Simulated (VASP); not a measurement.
Method: r2SCAN meta-GGA, VASP's PBE PAW potentials (set 64) (plane waves; VASP).

The input files of a VASP run:

**POSCAR**
```
Ir
1.0
  0.0000000000   1.9261635174   1.9261635174
  1.9261635174   0.0000000000   1.9261635174
  1.9261635174   1.9261635174   0.0000000000
Ir
1
Cart
  0.0000000000   0.0000000000   0.0000000000
```

### KPOINTS
```
Automatic mesh
0
Gamma
16 16 16
0 0 0
```

**INCAR**
```
LREAL  =  .FALSE.   # projection in real space or not
ENCUT  =  480   # plane-wave cut-off (eV)
LCHARG  =  .FALSE.
LMIXTAU  =  .TRUE.
SIGMA  =  0.1   # width (eV)
LASPH  =  .TRUE.   # aspherical one-centre terms
ISMEAR  =  1   # Methfessel-Paxton
PREC  =  Accurate
NELM  =  100   # most electronic steps
LWAVE  =  .FALSE.
EDIFF  =  1E-7
LMAXMIX  =  6
SYSTEM  =  Ir
ALGO  =  Normal
ISIF  =  2   # forces and stress, cell fixed
METAGGA  =  R2SCAN
```

POTCAR, in this order: Ir (PBE.64 set). Program: vasp_std.

The resulting files:

File OUTCAR:
```
 ion  position               nearest neighbor table
   1  0.000  0.000  0.000-
  LATTYP: Found a face centered cubic cell.
 ALAT       =     3.8523270348
 Subroutine PRICEL returns:
 Original cell was already a primitive cell.
 Subroutine GETGRP returns: Found 48 space group operations
The static configuration has the point symmetry O_h .
The dynamic configuration has the point symmetry O_h .
 Subroutine INISYM returns: Found 48 space group operations
 Subroutine IBZKPT returns following result:
 Found    145 irreducible k-points:

 Following reciprocal coordinates:
            Coordinates               Weight
  0.000000  0.000000  0.000000      1.000000
  0.062500  0.000000  0.000000      8.000000
  0.125000  0.000000  0.000000      8.000000
  0.187500  0.000000  0.000000      8.000000
  0.250000  0.000000  0.000000      8.000000
  0.312500  0.000000  0.000000      8.000000
  0.375000  0.000000  0.000000      8.000000
  0.437500  0.000000  0.000000      8.000000
  0.500000  0.000000  0.000000      4.000000
  0.062500  0.062500  0.000000      6.000000
...
```

### OSZICAR
```
       N       E                     dE             d eps       ncg     rms          rms(c)
DAV:   1    -0.359430073430E+01   -0.35943E+01   -0.44009E+03  2368   0.988E+02
DAV:   2    -0.540588286469E+02   -0.50465E+02   -0.48676E+02  2320   0.206E+02
DAV:   3    -0.546962585237E+02   -0.63743E+00   -0.63533E+00  3464   0.315E+01
DAV:   4    -0.546996174866E+02   -0.33590E-02   -0.33586E-02  2824   0.161E+00
DAV:   5    -0.546996584720E+02   -0.40985E-04   -0.40984E-04  3608   0.120E-01    0.155E+01
DAV:   6    -0.519045655895E+02    0.27951E+01   -0.26677E+00  2600   0.206E+01    0.515E+00
DAV:   7    -0.522244846449E+02   -0.31992E+00   -0.26693E-01  2328   0.533E+00    0.348E+00
DAV:   8    -0.520413748376E+02    0.18311E+00   -0.35119E-01  2336   0.462E+00    0.130E+00
DAV:   9    -0.523514685582E+02   -0.31009E+00   -0.11348E-01  2368   0.252E+00    0.285E-01
DAV:  10    -0.523565740994E+02   -0.51055E-02   -0.41024E-03  2672   0.602E-01    0.982E-02
DAV:  11    -0.523534174219E+02    0.31567E-02   -0.22148E-03  2600   0.533E-01    0.143E-01
DAV:  12    -0.523571463930E+02   -0.37290E-02   -0.19188E-03  2536   0.397E-01    0.133E-02
DAV:  13    -0.523573006212E+02   -0.15423E-03   -0.23770E-04  3072   0.129E-01    0.200E-02
DAV:  14    -0.523573032805E+02   -0.26593E-05   -0.32240E-06  2736   0.185E-02    0.137E-02
DAV:  15    -0.523573066470E+02   -0.33665E-05   -0.15381E-06  2592   0.160E-02    0.590E-03
DAV:  16    -0.523573074494E+02   -0.80245E-06   -0.87675E-07  2408   0.890E-03    0.222E-03
DAV:  17    -0.523573075520E+02   -0.10256E-06   -0.18233E-07  2432   0.454E-03    0.569E-04
DAV:  18    -0.523573075261E+02    0.25816E-07   -0.88630E-08  1472   0.378E-03
   1 F= -.52357308E+02 E0= -.52357108E+02  d E =-.597155E-03
```

**OUTCAR**
```
------------------------ aborting loop because EDIFF is reached ----------------------------------------
  FORCE on cell =-STRESS in cart. coord.  units (eV):
  Direction    XX          YY          ZZ          XY          YZ          ZX
  --------------------------------------------------------------------------------------
  Total        0.0241418      0.0241418      0.0241418      0.0000000      0.0000000      0.0000000
  in kB        2.7062648      2.7062648      2.7062648      0.0000000      0.0000000      0.0000000
  external PRESSURE =       2.7062648 kB  Pullay stress =       0.0000000 kB
  volume of cell :       14.29
      direct lattice vectors                 reciprocal lattice vectors
     0.000000000  1.926163517  1.926163517    -0.259583361  0.259583361  0.259583361
     1.926163517  0.000000000  1.926163517     0.259583361 -0.259583361  0.259583361
     1.926163517  1.926163517  0.000000000     0.259583361  0.259583361 -0.259583361
 POSITION                                       TOTAL-FORCE (eV/Angst)
 -----------------------------------------------------------------------------------
      0.00000      0.00000      0.00000         0.000000     -0.000000      0.000000
 -----------------------------------------------------------------------------------
    total drift:                               -0.000000     -0.000000     -0.000000
  FREE ENERGIE OF THE ION-ELECTRON SYSTEM (eV)
  ---------------------------------------------------
  free  energy   TOTEN  =       -52.3573075261 eV

  energy  without entropy=      -52.3567103713  energy(sigma->0) =      -52.35710847
```
(Selected blocks of OUTCAR.)

The compound is Ir in the fcc structure. It was relaxed first.
